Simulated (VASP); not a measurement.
An input for Quantum ESPRESSO's pw.x (written as the equivalent of a VASP run, and not itself run):

```
&CONTROL
  calculation = 'scf'
  pseudo_dir = './pseudo'
  outdir = './out'
  tprnfor = .true.
  tstress = .true.
/
&SYSTEM
  ibrav = 0
  nat = 6
  ntyp = 2
  ecutwfc = 92
  occupations = 'tetrahedra'
  input_dft = 'vdw-df2-b86r'
/
&ELECTRONS
  conv_thr = 7.3e-09
  electron_maxstep = 100
/
ATOMIC_SPECIES
  Cu 63.546 Cu.upf
  O 15.999 O.upf
CELL_PARAMETERS angstrom
     4.2772553    0.0000000    0.0000000
     0.0000000    4.2772553    0.0000000
     0.0000000    0.0000000    4.2772553
ATOMIC_POSITIONS crystal
  Cu   0.7500000  0.2500000  0.7500000
  Cu   0.2500000  0.7500000  0.7500000
  Cu   0.7500000  0.7500000  0.2500000
  Cu   0.2500000  0.2500000  0.2500000
  O    0.0000000  0.0000000  0.0000000
  O    0.5000000  0.5000000  0.5000000
K_POINTS automatic
  6 6 6 0 0 0
```

**Question.** Translate this input to VASP (INCAR, KPOINTS, POSCAR, choice of POTCAR).

**Answer.** This is not unique; one that fits is 
### INCAR
```
SYSTEM = Cu2O
PREC = Accurate
ENCUT = 520
EDIFF = 1E-7
NELM = 100
ALGO = Normal
LREAL = .FALSE.
LASPH = .TRUE.
ISMEAR = -5
GGA = MK
PARAM1 = 0.1234568
PARAM2 = 0.7114
ZAB_VDW = -1.8867
LUSE_VDW = .TRUE.
AGGAC = 0.0
LMAXMIX = 4
LWAVE = .FALSE.
LCHARG = .TRUE.
LORBIT = 11
NEDOS = 601
ISIF = 2
LEFG = .TRUE.
```

KPOINTS:
```
kpoints
0
G
  6 6 6
0 0 0
```

### POSCAR
```
Cu2O
1.0
  4.2772552632   0.0000000000   0.0000000000
  0.0000000000   4.2772552632   0.0000000000
  0.0000000000   0.0000000000   4.2772552632
Cu O
4 2
Cart
  3.2079414474   1.0693138158   3.2079414474
  1.0693138158   3.2079414474   3.2079414474
  3.2079414474   3.2079414474   1.0693138158
  1.0693138158   1.0693138158   1.0693138158
  0.0000000000   0.0000000000   0.0000000000
  2.1386276316   2.1386276316   2.1386276316
```

POTCAR, in this order: Cu O (PBE.64 set). Program: vasp_std.

Limits of the translation: the potentials are each code's own (VASP's PAW set, PseudoDojo norm-conserving files in pw.x), so ENCUT and ecutwfc are chosen apart and not converted; conv_thr bounds pw.x's estimated SCF error, while EDIFF bounds the energy change between steps; the field gradients of LEFG aren't asked of the other code.

The compound is Cu2O in the cuprite structure. It was relaxed first.
